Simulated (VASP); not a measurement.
Data:

```
CELL_PARAMETERS angstrom
     -1.76140     1.76140     1.76140
      1.76140    -1.76140     1.76140
      1.76140     1.76140    -1.76140
ATOMIC_POSITIONS crystal
  Cd 0.00000 0.00000 0.00000
```

All values below come from r2SCAN meta-GGA, VASP's PBE PAW potentials (set 64) (plane waves; VASP). Numerical set-up: 400 eV cut-off, 16×16×16 Γ-centred mesh, tetrahedra with Blöchl corrections, potentials Cd.

Question: What does the run give for the energy per atom (σ→0), band gap (over mesh and band path) with the smallest direct gap where there is one?

Answer: 
```
Quantity                                                               Value
----------------------------------  ----------------------------------------
band gap (over mesh and band path)  none (metal, semimetal or under 0.01 eV)
energy per atom (σ→0)                                        -20.012 eV/atom
```

Only differences to runs with the same potentials and settings are physical.

The structure was generated: Cd was put into the bcc type (Im-3m), which need not be its known phase. It was relaxed first.
